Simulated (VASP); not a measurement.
Input of a VASP 6.6.1 run:

Contents of INCAR:

```
SYSTEM = GaCuSe2
PREC = Accurate
ENCUT = 520
EDIFF = 1E-6
ISMEAR = 1
SIGMA = 0.1
LREAL = .False.
LASPH = .True.
NELM = 80
ALGO = Normal
ISIF = 2
LWAVE = .False.
LCHARG = .False.
LMAXMIX = 4
METAGGA = R2SCAN
LMIXTAU = .True.
KPAR = 4
```

The input KPOINTS:

```
regular mesh
0
Gamma
  10 10 10
  0 0 0
```

The input POSCAR:

```
GaCuSe2                                 
1.0
   -2.7882980071      2.7882980071      5.5400700783
    2.7882980071     -2.7882980071      5.5400700783
    2.7882980071      2.7882980071     -5.5400700783
  Ga              Cu              Se            
     2     2     4
Direct
     0.5000000000000000    0.5000000000000000    0.0000000000000000
     0.2500000000000000    0.7500000000000000    0.5000000000000000
     0.0000000000000000    0.0000000000000000    0.0000000000000000
     0.7500000000000000    0.2500000000000000    0.5000000000000000
     0.3750000000000000    0.3672140960340542    0.4922140960340542
     0.6327859039659458    0.1250000000000000    0.0077859039659458
     0.8750000000000000    0.8827859039659458    0.5077859039659458
     0.1172140960340542    0.6250000000000000    0.9922140960340542
```

File KPOINTS_OPT:

```
explicit points
298
Reciprocal
 0.0000000000  0.0000000000  0.0000000000 1
 0.0000000000  0.0000000000  0.0263157895 1
 0.0000000000  0.0000000000  0.0526315789 1
 0.0000000000  0.0000000000  0.0789473684 1
 0.0000000000  0.0000000000  0.1052631579 1
 0.0000000000  0.0000000000  0.1315789474 1
[... 290 lines left out ...]
 0.0307097400  0.0307097400  0.4692902600 1
-0.0307097400 -0.0307097400  0.5307097400 1
```

Potentials or basis: VASP PAW PBE potentials, release 64 (Ga_d, Cu, Se).

Launch:

```bash
$ cat potpaw_PBE.64/Ga_d/POTCAR potpaw_PBE.64/Cu/POTCAR potpaw_PBE.64/Se/POTCAR > POTCAR
$ mpirun -np 4 vasp_std > vasp.out
```

Estimate the band gap along the path.

0.57 eV, direct.

Estimate the largest force.

0.207 eV/Å.

Predict the pressure.

1.0 GPa.

Forces on the atoms (eV/Å):
```
Ga   0.000  0.000  0.000
Ga   0.000  0.000  0.000
Cu   0.000  0.000  0.000
Cu   0.000  0.000  0.000
Se   0.207  0.000  0.000
Se   0.000 -0.207  0.000
Se  -0.207  0.000  0.000
Se   0.000  0.207  0.000
```

Caveat: the PAW data sets were made with another functional, which shifts forces and pressure a little.

**The experiment to reproduce.**

From “Growth and anisotropy of transport properties of CuGaSe2 single crystals”, 2018, pmc:6251020, for a bulk crystal of GaCuSe2: band gap 1.7 eV.

Against the measured gap of GaCuSe2, 1.7 eV (“Growth and anisotropy of transport properties of CuGaSe2 single crystals”, 2018, pmc:6251020), the calculated 0.57 eV is off by -1.13 eV. So large a miss can be the level of theory's own, or it may mean another phase, state or a wrong row. 2 values of this kind are on record in papers (1.7 to 1.72 eV); this one was drawn at random among those near their median. Spin-orbit coupling on Ga, Se is left out. The value is that of r2SCAN, without temperature or zero-point motion.
